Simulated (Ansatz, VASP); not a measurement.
CsCaH3 in VASP and in Ansatz

File INCAR:

```
  PREC = Accurate
  ENCUT = 520
  EDIFF = 1E-6
  ISMEAR = 0
  SIGMA = 0.05
  LREAL = False
  LASPH = True
  NELM = 100
  ALGO = Fast
  ISIF = 2
  LWAVE = False
  LCHARG = False
  GGA = CA
  NBANDS = 19
```

File KPOINTS:

```
regular mesh
0
Gamma
  6 6 6
```

POSCAR

```
CsCaH3
1.0
    4.1172159430      0.0000000000      0.0000000000
    0.0000000000      4.1172159430      0.0000000000
    0.0000000000      0.0000000000      5.8217433434
Cs Ca H
1 1 3
Direct
    0.0000000000      0.0000000000      0.0000000000
    0.5000000000      0.5000000000      0.5000000000
    0.5000000000      0.0000000000      0.5000000000
    0.0000000000      0.5000000000      0.5000000000
    0.5000000000      0.5000000000      0.0000000000
```

Input for Ansatz:

```yaml
crystal:
  lattice:
    - [4.117215943, 0.0, 0.0]
    - [0.0, 4.117215943, 0.0]
    - [0.0, 0.0, 5.8217433434]
  atoms:
    - { symbol: Cs, position: [0.0, 0.0, 0.0] }
    - { symbol: Ca, position: [0.5, 0.5, 0.5] }
    - { symbol: H, position: [0.5, 0.0, 0.5] }
    - { symbol: H, position: [0.0, 0.5, 0.5] }
    - { symbol: H, position: [0.5, 0.5, 0.0] }
basis:
  ecutwfc: 420
kpoints:
  mp_grid: { grid: [6, 6, 6] }
hamiltonian:
  xc: lda
scf:
  occupations: { method: gaussian, width: 0.05 }
output:
  forces: true
  stress: true
  eigenvalues: true
```

Alike in both runs: task single point; functional LDA; k mesh 6 × 6 × 6; occupations gaussian, width 0.05 eV; no spin polarisation.

|  | VASP | Ansatz |
| --- | --- | --- |
| version | VASP 6.6.1 | Ansatz 0.2.0 |
| potentials or method | VASP PAW LDA potentials, release 64 (Cs_sv, Ca_sv, H) | scalar-relativistic, plane waves, PAW |
| plane-wave cutoff (eV) | 520 | 420 |
| valence electrons in the cell | 22 | 22 |

```tsv
	VASP	Ansatz	Ansatz less VASP
gap on the k mesh at the Fermi level (eV)	1.98	2.00	+0.023
least direct gap on the mesh (eV)	2.21	2.23	+0.020
pressure (GPa)	1.2	1.1	-0.07
largest component of the traceless stress (GPa)	7.10	6.98	-0.116
```

Caveats: spin-orbit coupling is left out, which moves the levels of the heavy elements. As with any semilocal functional, this LDA gap is likely too small. A k mesh can miss the band edges.
